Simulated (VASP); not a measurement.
Output of a VASP run:

File OSZICAR:
```
       N       E                     dE             d eps       ncg     rms          rms(c)
DAV:   1     0.507270972827E+03    0.50727E+03   -0.26991E+04  1680   0.209E+03
DAV:   2    -0.127453258403E+02   -0.52002E+03   -0.51481E+03  2040   0.540E+02
DAV:   3    -0.477073182961E+02   -0.34962E+02   -0.34796E+02  1808   0.142E+02
DAV:   4    -0.487958009992E+02   -0.10885E+01   -0.10876E+01  2904   0.227E+01
DAV:   5    -0.488058074828E+02   -0.10006E-01   -0.10002E-01  2008   0.186E+00    0.485E+01
DAV:   6    -0.396942008771E+02    0.91116E+01   -0.84087E+01  2344   0.776E+01    0.200E+01
DAV:   7    -0.391412189486E+02    0.55298E+00   -0.21061E+01  1920   0.441E+01    0.207E+01
DAV:   8    -0.387046383861E+02    0.43658E+00   -0.32417E+00  1920   0.180E+01    0.202E+00
DAV:   9    -0.387049243552E+02   -0.28597E-03   -0.13564E-01  2160   0.300E+00    0.965E-01
DAV:  10    -0.387034093715E+02    0.15150E-02   -0.26439E-02  1968   0.167E+00    0.283E-01
DAV:  11    -0.387031072466E+02    0.30212E-03   -0.27741E-03  1824   0.481E-01    0.748E-02
DAV:  12    -0.387031482646E+02   -0.41018E-04   -0.13416E-04  2224   0.104E-01    0.717E-02
DAV:  13    -0.387031342811E+02    0.13984E-04   -0.99820E-05  1984   0.101E-01    0.169E-02
DAV:  14    -0.387031351491E+02   -0.86804E-06   -0.45305E-06  1864   0.166E-02
   1 F= -.29181344E+02 E0= -.29180583E+02  d E =-.291813E+02
```

**OUTCAR**
```
------------------------ aborting loop because EDIFF is reached ----------------------------------------
  FORCE on cell =-STRESS in cart. coord.  units (eV):
  Direction    XX          YY          ZZ          XY          YZ          ZX
  --------------------------------------------------------------------------------------
  Total        9.4883008      9.4883008      9.4883008      0.0000000      0.0000000      0.0000000
  in kB      298.9448153    298.9448153    298.9448153      0.0000000      0.0000000      0.0000000
  external PRESSURE =      -1.0551847 kB  Pullay stress =     300.0000000 kB
  volume of cell :       50.85
      direct lattice vectors                 reciprocal lattice vectors
     3.704838945  0.000000000  0.000000000     0.269917266  0.000000000  0.000000000
     0.000000000  3.704838945  0.000000000     0.000000000  0.269917266  0.000000000
     0.000000000  0.000000000  3.704838945     0.000000000  0.000000000  0.269917266
 POSITION                                       TOTAL-FORCE (eV/Angst)
 -----------------------------------------------------------------------------------
      0.00000      0.00000      0.00000         0.000000      0.000000      0.000000
      1.85242      1.85242      1.85242         0.000000      0.000000      0.000000
      1.85242      0.00000      1.85242         0.000000      0.000000      0.000000
      0.00000      1.85242      1.85242         0.000000      0.000000      0.000000
      1.85242      1.85242      0.00000         0.000000      0.000000      0.000000
 -----------------------------------------------------------------------------------
    total drift:                                0.000000      0.000000     -0.000000
  FREE ENERGIE OF THE ION-ELECTRON SYSTEM (eV)
  ---------------------------------------------------
  free  energy   TOTEN  =       -38.7031351491 eV

  energy  without entropy=      -38.7008541710  energy(sigma->0) =      -38.70237482
  enthalpy is  TOTEN    =       -29.1813435476 eV   P V=        9.5217916015

 reached required accuracy - stopping structural energy minimisation
```
(Selected blocks of OUTCAR.)

File POSCAR:
```
SrVO3
1
    3.7048389447    -0.0000000000     0.0000000000
    0.0000000000     3.7048389447     0.0000000000
   -0.0000000000    -0.0000000000     3.7048389447
Sr V O
1 1 3
Direct
  0.0000000000   0.0000000000   0.0000000000
  0.5000000000   0.5000000000   0.5000000000
  0.5000000000   0.0000000000   0.5000000000
  0.0000000000   0.5000000000   0.5000000000
  0.5000000000   0.5000000000   0.0000000000
```

### Question
Write an INCAR and KPOINTS that could have produced this output.

### Answer
One answer among several that fit: the input of the run itself, PBE GGA, plane waves, VASP's PBE PAW potentials (set 64).

KPOINTS:
```
Regular mesh
0
gamma
 8 8 8
0 0 0
```

### INCAR
```
! general
SYSTEM =SrVO3
PREC   =Accurate
ENCUT  =620
LREAL  =.False.
LASPH  =.True.   ! aspherical one-centre terms

! electronic loop
EDIFF  =1E-6   ! SCF stop (eV)
NELM   =100
ALGO   =Normal   ! blocked Davidson
LMAXMIX=4

! smearing
ISMEAR =1
SIGMA  =0.1   ! width (eV)

! functional
GGA    =PE

! ions
IBRION =2   ! conjugate gradients
NSW    =40
ISIF   =3   ! ions, shape and volume
EDIFFG =-0.02
PSTRESS=300

! output
LWAVE  =.False.
LCHARG =.False.
```

POTCAR, in this order: Sr_sv V_sv O (PBE.64 set). Program: vasp_std.

The compound is SrVO3 in the cubic perovskite structure. It was relaxed first under an external pressure of 30 GPa. The run is not spin-polarised, so no magnetic state was tried. The electron count is odd and the run is not spin-polarised, which forces a metal.
